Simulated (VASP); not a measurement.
Here is the system:

```
CELL_PARAMETERS angstrom
      0.00000     1.88737     1.88737
      1.88737     0.00000     1.88737
      1.88737     1.88737     0.00000
ATOMIC_POSITIONS crystal
  Rh 0.00000 0.00000 0.00000
```

Calculation: PBEsol GGA, VASP's PBE PAW potentials (set 64) (plane waves; VASP). Run with 400 eV cut-off, Gaussian smearing of 0.050 eV, potentials Rh_pv.

Give the energies of bands 4 to 9 at the high-symmetry points, in eV from the Fermi level.

```csv
band,Γ,X,U,L,W
4,-8.22,-6.56,-5.72,-6.35,-5.21
5,-3.20,-6.18,-4.95,-3.28,-3.96
6,-3.20,0.59,-2.16,-3.28,-3.96
7,-3.20,1.03,-0.71,0.61,-1.25
8,-1.01,1.03,0.39,0.61,1.04
9,-1.01,3.21,7.98,0.63,9.74
```

It has no gap at this level: it comes out as a metal or semimetal.

The compound is Rh in the fcc structure. It was relaxed first.
